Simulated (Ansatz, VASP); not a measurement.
## Zr3SiW in VASP and in Ansatz

```
CELL_PARAMETERS angstrom
3.67006 0.00000 0.00000
0.00000 3.67006 0.00000
0.00000 0.00000 6.41162
ATOMIC_POSITIONS crystal
Zr 0.50000 0.50000 0.00000
Zr 0.00000 0.00000 0.70168
Zr 0.00000 0.00000 0.29832
Si 0.50000 0.50000 0.50000
W 0.00000 0.00000 0.00000
```

Alike in both runs: task single point; functional PBE; k mesh 6 × 6 × 4; occupations gaussian, width 0.1 eV; no spin polarisation.

|  | VASP | Ansatz |
| --- | --- | --- |
| version | VASP 6.6.1 | Ansatz 0.2.0 |
| potentials or method | VASP PAW PBE potentials, release 64 (Zr_sv, Si, W_sv) | scalar-relativistic, plane waves, PAW |
| plane-wave cutoff (eV) | 520 | 420 |
| valence electrons in the cell | 54 | 54 |

```tsv
	VASP	Ansatz	Ansatz less VASP
gap on the k mesh at the Fermi level (eV)	none	none	-
rms of the force components (eV/Å)	7.202	6.871	-0.3309
```

Atom by atom the forces differ by 0.331 eV/Å (rms over components). A gap of «none» marks a metal or a gap that the smearing closes.

Caveats: forces of over 1 eV/Å show positions far from the minimum, so gaps and moduli don't describe the material at rest. Spin-orbit coupling is left out, which matters for the levels of W.
